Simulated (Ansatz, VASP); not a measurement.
## Sb (Antimony): VASP beside Ansatz

Wanted: the spread between two codes on one cell, functional and k mesh. The cell is taken from a series of runs on this material, whose earlier steps may have relaxed, scaled, displaced or heated it; both programs get it as it stands.

Method: plane waves, with VASP 6.6.1 beside it; zone-centre phonons at LDA, in Ansatz 0.2.0.

### Step 1. The starting structure

It takes space group R-3m (No. 166, trigonal). The conventional cell has a = 4.381 Å, b = 4.381 Å, c = 10.746 Å, α = 90.00°, β = 90.00°, γ = 120.00°. Sb has 3 Sb at 2.93 Å nearest.

### Step 2. VASP: zone-centre phonons, LDA

Second derivatives magnify differences that forces hide, and they need a tight electronic threshold.

Lines of VASP's logs that name or quote its potential files are left out, and so is its time.

File INCAR:

```
SYSTEM = Sb
PREC = Accurate
ENCUT = 500
EDIFF = 1E-08
NELM = 120
ISMEAR = 1
SIGMA = 0.2
LREAL = .FALSE.
ALGO = Normal
GGA = PW92
NBANDS = 11
LORBIT = 11
LWAVE = .FALSE.
LCHARG = .FALSE.
ISIF = 2
IBRION = 8
LASPH = .TRUE.
GGA_COMPAT = .FALSE.
KPAR = 2
```

File POSCAR:

```
Sb
1.0
    2.1906785274      1.2647888375      3.5818851250
   -2.1906785274      1.2647888375      3.5818851250
    0.0000000000     -2.5295776750      3.5818851250
Sb
2
Direct
    0.2356653822      0.2356653822      0.2356653822
    0.7643346178      0.7643346178      0.7643346178
```

File KPOINTS:

```
Automatic mesh
0
Gamma
12 12 12
0 0 0
```

Potentials, in the order of the species: Sb (LDA family, release 64).

On the command line:

```
$ mpirun -np 2 vasp_std
```

Numbers of over 12 decimals in the logs are rounded to 6 here.

The program printed:

```text
[banner, memory and clock lines left out]
running    2 mpi-ranks, on    1 nodes
 distrk:  each k-point on    1 cores,    2 groups
 distr:  one band on    1 cores,    1 groups

 POSCAR found type information on POSCAR Sb
 POSCAR found :  1 types and       2 ions
|                                                                             |
|               ----> ADVICE to this user running VASP <----                  |
|                                                                             |
|     You enforced a specific xc type in the INCAR file but a different       |
|     [... a line on the potential file left out ...]
|     I HOPE YOU KNOW WHAT YOU ARE DOING!                                     |
|                                                                             |

 LDA part: xc-table for (Slater(with rela. corr.)+PW92), standard interpolation
 POSCAR, INCAR and KPOINTS ok, starting setup
 FFT: planning ... GRIDC
 FFT: planning ... GRID_SOFT
 FFT: planning ... GRID
 WAVECAR not read
 entering main loop
       N       E                     dE             d eps       ncg     rms          rms(c)
DAV:   1     0.359832606237E+02    0.35983E+02   -0.35124E+03  4158   0.693E+02
DAV:   2    -0.767737192994E+01   -0.43661E+02   -0.42376E+02  5840   0.113E+02
DAV:   3    -0.961065152885E+01   -0.19333E+01   -0.19132E+01  4942   0.275E+01
DAV:   4    -0.962846858520E+01   -0.17817E-01   -0.17812E-01  4745   0.320E+00
DAV:   5    -0.962868524361E+01   -0.21666E-03   -0.21666E-03  4853   0.388E-01    0.310E+00
DAV:   6    -0.961425028513E+01    0.14435E-01   -0.34603E-03  4683   0.316E-01    0.184E+00
DAV:   7    -0.960615111263E+01    0.80992E-02   -0.73349E-03  4551   0.454E-01    0.584E-02
DAV:   8    -0.960615381411E+01   -0.27015E-05   -0.25593E-04  4725   0.110E-01    0.195E-02
DAV:   9    -0.960615758911E+01   -0.37750E-05   -0.17047E-05  4743   0.258E-02    0.716E-03
DAV:  10    -0.960615720962E+01    0.37948E-06   -0.21651E-06  4719   0.803E-03    0.102E-03
DAV:  11    -0.960615725221E+01   -0.42587E-07   -0.16527E-07  4674   0.275E-03    0.415E-04
DAV:  12    -0.960615725255E+01   -0.33936E-09   -0.11581E-08  2997   0.609E-04
   1 F= -.96061573E+01 E0= -.96068581E+01  d E =0.210250E-02
 Linear response reoptimize wavefunctions to high precision
DAV:   1    -0.960615725267E+01   -0.12335E-09   -0.25102E-09  3888   0.333E-04
DAV:   2    -0.960615725270E+01   -0.23192E-10   -0.20286E-10  2394   0.102E-04
 Linear response DOF=           2
 Linear response progress:
  Degree of freedom:   1/  2
       N       E                     dE             d eps       ncg     rms          rms(c)
RMM:   1    -0.261491184460E-01   -0.26149E-01    0.23576E-02 38915   0.120E+00
RMM:   2    -0.258672112985E-01    0.28191E-03   -0.17072E-03 30102   0.250E-01    0.494E-02
RMM:   3    -0.258761670184E-01   -0.89557E-05   -0.50794E-05 31748   0.414E-02    0.291E-02
RMM:   4    -0.259295971929E-01   -0.53430E-04   -0.24995E-05 31870   0.199E-02    0.219E-03
RMM:   5    -0.259345923408E-01   -0.49951E-05   -0.18054E-06 32498   0.366E-03    0.104E-03
RMM:   6    -0.259357196264E-01   -0.11273E-05    0.24925E-07 30840   0.875E-04    0.295E-04
RMM:   7    -0.259348582630E-01    0.86136E-06    0.19793E-07 33078   0.223E-04    0.952E-05
RMM:   8    -0.259348280960E-01    0.30167E-07    0.55747E-08 33436   0.506E-05    0.185E-05
RMM:   9    -0.259348255498E-01    0.25462E-08   -0.79157E-09 33896   0.136E-05    0.202E-06
 first order change of Fermi-energy  -0.15068E-04
 force on displaced ion       1 direction 1 :  -1.428   0.000   0.000
 Linear response progress:
  Degree of freedom:   2/  2
       N       E                     dE             d eps       ncg     rms          rms(c)
RMM:   1    -0.268643897400E-01   -0.26864E-01    0.12902E-02  8105   0.121E+00
RMM:   2    -0.255765367088E-01    0.12879E-02   -0.16802E-03  6509   0.260E-01    0.457E-02
RMM:   3    -0.254799216093E-01    0.96615E-04   -0.44687E-05  6904   0.444E-02    0.271E-02
RMM:   4    -0.254078184808E-01    0.72103E-04   -0.24247E-05  6746   0.238E-02    0.642E-03
RMM:   5    -0.254136573843E-01   -0.58389E-05   -0.69712E-07  6988   0.499E-03    0.242E-03
RMM:   6    -0.254155090002E-01   -0.18516E-05   -0.50074E-08  7027   0.109E-03    0.760E-04
RMM:   7    -0.254149466757E-01    0.56232E-06    0.40754E-09  7106   0.297E-04    0.233E-04
RMM:   8    -0.254149745331E-01   -0.27857E-07    0.23171E-09  7201   0.648E-05    0.259E-05
RMM:   9    -0.254149872818E-01   -0.12749E-07    0.22419E-10  7243   0.206E-05    0.155E-05
RMM:  10    -0.254149900645E-01   -0.27827E-08    0.39209E-10  7225   0.895E-06    0.370E-06
 first order change of Fermi-energy  -0.25089E+00
 force on displaced ion       1 direction 3 :   0.000  -0.000  -4.285
 Linear response finished
```

OUTCAR, selected parts (step 2):

```text
ion  position               nearest neighbor table
   1  0.236  0.236  0.236-   2 2.93   2 2.93   2 2.93   2 3.29   2 3.29   2 3.29
   2  0.764  0.764  0.764-   1 2.93   1 2.93   1 2.93   1 3.29   1 3.29   1 3.29

  LATTYP: Found a trigonal (rhomboedric) cell.
 ALAT       =     4.3850500867
 COS(alpha) =     0.5008418323

 Subroutine GETGRP returns: Found 12 space group operations
 (whereof 12 operations were pure point group operations)

The static configuration has the point symmetry D_3d.

 Found    189 irreducible k-points:

   k-points           NKPTS =    189   k-points in BZ     NKDIM =    189   number of bands    NBANDS=     11

   dimension x,y,z NGX =    32 NGY =   32 NGZ =   32
   dimension x,y,z NGXF=    64 NGYF=   64 NGZF=   64

   ENCUT  =  500.0 eV  36.75 Ry    6.06 a.u.   7.99  7.99  7.99*2*pi/ulx,y,z

   NELECT =      10.0000    total number of electrons

 k-points in reciprocal lattice and weights: Automatic mesh
   0.00000000  0.00000000  0.00000000       0.001
   0.08333333  0.00000000  0.00000000       0.003
   0.16666667  0.00000000  0.00000000       0.003
   0.25000000  0.00000000  0.00000000       0.003
   0.33333333  0.00000000  0.00000000       0.003
   0.41666667  0.00000000  0.00000000       0.003
   0.50000000  0.00000000  0.00000000       0.002
   0.08333333  0.08333333  0.00000000       0.003
   0.16666667  0.08333333  0.00000000       0.007
[...]
-0.41666667  0.50000000  0.41666667       0.003
   0.50000000  0.50000000  0.50000000       0.001

 average (electrostatic) potential at core
       1 -86.6303       2 -86.6303

  Total       -0.6769255     -0.6769255      0.0576830     -0.0000000      0.0000000      0.0000000
  in kB      -18.2134353    -18.2134353      1.5520258     -0.0000000      0.0000000      0.0000000
  external PRESSURE =     -11.6249483 kB  Pullay stress =       0.0000000 kB

  energy-cutoff  :      500.00
  volume of cell :       59.55
      direct lattice vectors                 reciprocal lattice vectors
     2.190678527  1.264788838  3.581885125     0.228239787  0.131774302  0.093060866
    -2.190678527  1.264788838  3.581885125    -0.228239787  0.131774302  0.093060866
     0.000000000 -2.529577675  3.581885125     0.000000000 -0.263548605  0.093060866

 POSITION                                       TOTAL-FORCE (eV/Angst)
 -----------------------------------------------------------------------------------
      0.00000      0.00000      2.53238         0.000000     -0.000000      0.051724
      0.00000      0.00000      8.21328         0.000000      0.000000     -0.051724
 -----------------------------------------------------------------------------------
    total drift:                                0.000000      0.000000     -0.000000

 Eigenvectors and eigenvalues of the dynamical matrix
 ----------------------------------------------------

   1 f  =    4.147537 THz    26.059744 2PiTHz  138.346945 cm-1    17.152827 meV
             X         Y         Z           dx          dy          dz
      0.000000  0.000000  2.532379     0.000000    0.000000   -0.707107
      0.000000  0.000000  8.213276     0.000000    0.000000    0.707107

   2 f  =    2.394631 THz    15.045913 2PiTHz   79.876308 cm-1     9.903396 meV
             X         Y         Z           dx          dy          dz
      0.000000  0.000000  2.532379     0.707107    0.000007    0.000000
      0.000000  0.000000  8.213276    -0.707107   -0.000007    0.000000

   3 f  =    2.394631 THz    15.045913 2PiTHz   79.876308 cm-1     9.903396 meV
             X         Y         Z           dx          dy          dz
      0.000000  0.000000  2.532379    -0.000007    0.707107    0.000000
      0.000000  0.000000  8.213276     0.000007   -0.707107    0.000000

   4 f  =    0.000000 THz     0.000000 2PiTHz    0.000001 cm-1     0.000000 meV
             X         Y         Z           dx          dy          dz
      0.000000  0.000000  2.532379     0.274672   -0.651579   -0.000000
      0.000000  0.000000  8.213276     0.274672   -0.651579    0.000000

   5 f  =    0.000000 THz     0.000000 2PiTHz    0.000001 cm-1     0.000000 meV
             X         Y         Z           dx          dy          dz
      0.000000  0.000000  2.532379    -0.651579   -0.274672   -0.000000
      0.000000  0.000000  8.213276    -0.651579   -0.274672    0.000000

   6 f  =    0.000000 THz     0.000000 2PiTHz    0.000000 cm-1     0.000000 meV
             X         Y         Z           dx          dy          dz
      0.000000  0.000000  2.532379     0.000000   -0.000000    0.707107
      0.000000  0.000000  8.213276     0.000000    0.000000    0.707107

 ELASTIC MODULI CONTR FROM IONIC RELAXATION (kBar)
 Direction    XX          YY          ZZ          XY          YZ          ZX
 --------------------------------------------------------------------------------
 XX         -82.9647    -60.2404   -116.9676      0.0000     56.1690     -0.0000
 YY         -60.2404    -82.9647   -116.9676     -0.0000    -56.1690      0.0000
 ZZ        -116.9676   -116.9676   -191.0746     -0.0000     -0.0000      0.0000
 XY           0.0000     -0.0000     -0.0000    -11.3621     -0.0000     53.5781
 YZ          56.1690    -56.1690     -0.0000     -0.0000   -277.6725      0.0000
 ZX          -0.0000      0.0000      0.0000     53.5781      0.0000   -252.6467
 --------------------------------------------------------------------------------
```

### Step 3. Ansatz: zone-centre phonons, LDA

Ansatz runs on its PAW soft_1 files.

The same cell, functional (in two slightly different forms), mesh and smearing now go to Ansatz, which takes its cutoff from its data sets.

File input.yaml:

```yaml
crystal:
  lattice:
    - [2.1906785274, 1.2647888375, 3.581885125]
    - [-2.1906785274, 1.2647888375, 3.581885125]
    - [0.0, -2.529577675, 3.581885125]
  atoms:
    - { symbol: Sb, position: [0.2356653822, 0.2356653822, 0.2356653822] }
    - { symbol: Sb, position: [0.7643346178, 0.7643346178, 0.7643346178] }
kpoints:
  mp_grid: { grid: [12, 12, 12] }
hamiltonian:
  xc: lda
  pseudopotentials: { kind: paw, azcp: { folder: soft_1 }, xc_functional: pbe }
scf:
  occupations: { method: methfessel_paxton, width: 0.2 }
output:
  eigenvalues: true
phonons:
  method: dfpt
```

On the command line:

```
$ ansatz run input.yaml --threads 4 --pin off --max-ram 10240MiB --backend cpu --events-out ev --progress --plain --runs-dir out
```

The program printed:

```text
Engine: ansatz 0.2.0, x86_64-unknown-linux-gnu
Pseudopotentials: kind: paw
Pseudopotential: Sb, paw, valence charge 15, recommended cutoff 420 eV (normal), soft_1/Sb.paw.azcp
Functional definition: SPW92
  exchange = slater_x
  correlation = pw_c
Crystal: 2 atoms, lattice volume = 59.547 Å³
Basis set: ecut = 420 eV, 1211 PW (Γ), exchange–correlation on 60×60×60 points (8 copies of the dense FFT grid, shifted against one another)
Bands: 19, of which v1, the nominal top of the filled ones, is band 15 counted from 1 (14 counted from 0)
Symmetry: 12 space group operations
k-points: 476 of 1728 (irreducible under 2 space group operations, time reversal used)
Non-local potential: Sb, projectors of the file, l = 0: 2, l = 1: 2, l = 2: 2, l = 3: 1
PAW form: soft (Blöchl's): semilocal exchange-correlation on the pseudo side does not see the compensation charge
PAW frozen core: Sb, regenerated for the run's functional, and the local potential with it (the file was generated under x = pbe(κ = 0.804, μ = 0.219515), c = pbe(β = 0.066725))
PAW one-centre angular grid: Sb, 590 points (default); XC on 64 Gauss nodes
Initial density: superposition of atomic densities (chi_scale 0.1, normalization cell)
Initial wavefunctions: pseudopotential atomic-orbital guess
Functional: x = slater, c = lda
SCF iter   1: F=—  HF=-12671.778274 eV  |F-HF|=—  |Δ(HF+E_count)|=         —  Δρ=1.44e-2  dr2=1.01e-1  ethr=3.10e-3  ⟨swp⟩=6.0  Hψ=47996  notcnv=0
preconditioner: auto → none  [insulator: Δε(μ)=0.127 eV  Ē_g=8.728 eV  σ=0.200 eV  W_gap=0.51  n_scr=14 (ndim 8)  ℏωp=15.2 eV  f_vac=0.000  D(μ)=0.15/eV (n_scr^D=0)  ε∞_Penn≈4.0]
SCF iter   2: F=—  HF=-12671.755594 eV  |F-HF|=—  |Δ(HF+E_count)|=   2.27e-2  S|Δr|=    0.00e0  Δρ=6.55e-3  dr2=2.03e-2  ethr=3.36e-4  ⟨swp⟩=1.1  Hψ=12941  notcnv=0
SCF iter   3: F=—  HF=-12671.752555 eV  |F-HF|=—  |Δ(HF+E_count)|=   3.04e-3  S|Δr|=    0.00e0  Δρ=6.25e-4  dr2=2.70e-4  ethr=6.78e-5  ⟨swp⟩=2.2  Hψ=15324  notcnv=0
SCF iter   4: F=—  HF=-12671.752496 eV  |F-HF|=—  |Δ(HF+E_count)|=   5.90e-5  S|Δr|=    0.00e0  Δρ=2.94e-4  dr2=4.84e-5  ethr=8.99e-7  ⟨swp⟩=2.0  Hψ=16212  notcnv=0
SCF iter   5: F=—  HF=-12671.752484 eV  |F-HF|=—  |Δ(HF+E_count)|=   1.21e-5  S|Δr|=    0.00e0  Δρ=1.01e-4  dr2=6.31e-6  ethr=1.61e-7  ⟨swp⟩=2.3  Hψ=16383  notcnv=0
SCF iter   6: F=—  HF=-12671.752483 eV  |F-HF|=—  |Δ(HF+E_count)|=   1.04e-6  S|Δr|=    0.00e0  Δρ=2.28e-5  dr2=3.41e-7  ethr=2.10e-8  ⟨swp⟩=3.0  Hψ=16251  notcnv=0
SCF iter   7: F=—  HF=-12671.752484 eV  |F-HF|=—  |Δ(HF+E_count)|=   7.21e-7  S|Δr|=    0.00e0  Δρ=3.01e-6  dr2=5.03e-9  ethr=1.14e-9  ⟨swp⟩=3.0  Hψ=16249  notcnv=0
SCF iter   8: F=—  HF=-12671.752484 eV  |F-HF|=—  |Δ(HF+E_count)|=   1.34e-9  S|Δr|=    0.00e0  Δρ=2.79e-7  dr2=5.57e-11  ethr=1.68e-11  ⟨swp⟩=2.9  Hψ=16188  notcnv=0
SCF iter   9: F=-12671.752484 eV  HF=-12671.752484 eV  |F-HF|=5.46e-12  |Δ(HF+E_count)|=  2.00e-11  S|Δr|=    0.00e0  Δρ=1.77e-8  dr2=1.31e-13  ethr=1.00e-12  ⟨swp⟩=7.3  Hψ=52079  notcnv=0
SCF 1 converged in 9 iterations: F = -12671.752484 eV  dr2 = 1.31e-13
  greatest PAW one-centre occupation: 0.997 electrons in one spin orbital (limit 2), on the Sb atom at site 1 (counted from 0), in its partial waves of l = 2
DFPT response loops at Γ: preconditioner auto → Kerker (q_TF=auto, 2.434 Å⁻¹) (partly filled bands, converged f_vac=0.001); β = 1.00, the filter's whole step (`scf.mixing.beta` (0.50) is not read by the response loops under this deck's `scf.mixing.preconditioner`; to damp them name `kerker` or `kerker_dos`, under which they read `scf.mixing.beta`, and type it under 1.00, their step now; both keys bind the ground state too); Broyden in place of MSR1
SCF converged after 9 iterations
Stability not checked: this state was not tested for a lower state beside it, because cold or Methfessel-Paxton smearing, or corrected tetrahedra, fill the levels in a way that the test cannot read (fill_not_monotonic; see scf.lower_state_search)
Free energy (F): -12671.752484 eV
Harris-Foulkes:  -12671.752484 eV  (|F-HF|=5.46e-12)
Internal energy: -12671.754614 eV  (E = F + TS)
E sigma→0 (E₀):  -12671.753016 eV
Entropy (-TS):   0.002130 eV (1.065 meV/atom)
Fermi energy:    10.003463 eV
Step filling:    the computed levels leave a gap of 0.0122 eV = 0.1 smearing widths at the electron count; against every level under it full and every level over it empty, smearing changes F+E_penalty+E_count by +0.420 meV and its σ→0 estimate by -0.113 meV
--- Per-component energies (eV) ---
  E_band       = -333.517315
  E_kinetic    = 328.024774
  E_local      = -3143.786528  (includes V_loc(G=0)·N_el)
  E_nonlocal   = 787.370110
  E_hartree    = 1298.019532
  E_xc         = -197.739245
  E_vxc        = -183.270259  (∫ρ·V_xc dr)
  E_paw        = -8789.442744  (= ΣΔE_a)
  E_vpaw       = -717.894716  (= ΣTr[D̂ρ^β])
  E_aug_tail   = 0.000250  (compensation charges beyond the density's cutoff)
  E_ewald      = -2955.318384
  E_core_change = 1.117622  (= ΣΔE_core)
  E_smearing   = 0.002130  (= −TS)
  E_closure    = 0.000000  (closes the sum)
  Σ components = -12671.752484   (vs F -12671.752484, Δ=0.00e0)
--- Band table (eV; the first three rows and the last of 476) ---
  k-point 0: bands = [... 11 lower, 5.2914, 8.1902, 8.1902, 8.5045, 12.4870, 12.9915, 12.9915, 15.0681]
  k-point 1: bands = [... 11 lower, 4.9114, 8.1907, 8.3623, 8.5580, 12.3512, 12.7672, 12.7869, 14.8558]
  k-point 2: bands = [... 11 lower, 4.0483, 8.1993, 8.4679, 8.8715, 11.9400, 12.2070, 12.2949, 14.7351]
  k-point 475: bands = [... 11 lower, 1.0331, 8.7503, 8.7503, 9.3627, 9.9305, 9.9305, 10.8302, 17.6531]
--- Phonons (Γ-DFPT): 2 representative perturbations + reference, on 476 of 1728 k-points (Σ response iterations 6) ---
  k mesh reduced under 2 symmetry operations, with k and −k counted as one. Each operation leaves every solved perturbation unchanged. A smaller set is not used because it would not reduce the number of displacements times k-points to solve
  ASR residual: 3.839e-5 → 0.000e0 eV/Å²; symmetrization residual: 1.472e-5 eV/Å²
  ASR residual per site (eV/Å²): 3.84e-5 3.84e-5
  Γ frequencies (cm⁻¹): 0.00 0.00 0.00 75.43 75.43 135.81
  non-analytic LO–TO correction: not included (Born effective charges unavailable; polar crystals: no LO–TO splitting at Γ)
```

In the SCF lines HF is the Harris–Foulkes energy and dr2 the Hartree energy of the density residual, in eV; the loop may stop once dr2 is under the threshold and the program's other checks hold. Hψ counts applications of the Hamiltonian.

### Step 4. Differences

Known differences besides the potentials themselves: the data sets hold 30 valence electrons in Ansatz (on its PAW soft_1 files) and 10 in VASP; the cutoff is 420 eV in Ansatz and 500 eV in VASP; VASP's log shows a relativistic correction to its local exchange, Ansatz's none. Total energies have different zeros and are not compared.

Compared:

| quantity | Ansatz | VASP | difference |
| --- | --- | --- | --- |
| optical mode 1 to 2 (cm⁻¹) | 75.4 | 79.9 | -5.57 % |
| optical mode 3 (cm⁻¹) | 135.8 | 138.3 | -1.83 % |

Modes are paired by rising frequency, not by their patterns, so a pair may set unlike modes beside each other; they are those without the splitting of longitudinal modes.

### Step 5. What came out

| Property | Result |
| --- | --- |
| r.m.s. difference of the optical zone-centre modes, each program's sorted by frequency (zone-centre phonons, LDA) | 3.9 cm⁻¹ |
| difference in optical mode 1 to 2 (zone-centre phonons, LDA) | -5.6 % |

In words: The r.m.s. difference of the optical zone-centre modes, each program's sorted by frequency is 3.9 cm⁻¹ (zone-centre phonons, LDA). The data sets hold unlike numbers of valence electrons (30 in Ansatz and 10 in VASP), so part of the differences comes from the potentials. Among the rows given in per cent, the largest difference of the zone-centre phonons, LDA pair is in optical mode 1 to 2, -5.6 %. Such differences can come from data sets, numerical settings and the points named under the comparisons, not from the functional's error against experiment.

[Lines on the potential files, build, host, timing and source positions are cut from VASP's logs without a mark.]

[Logs are printed without paths, hosts, clocks, repeated set-up lines and the standing remarks that a program may print on its own settings, such as how far it seeks lower states.]

[Hosts, paths, dates, database ids (printed as entryN), source tags and the programs' standing remarks are cut or masked in the printed files.]
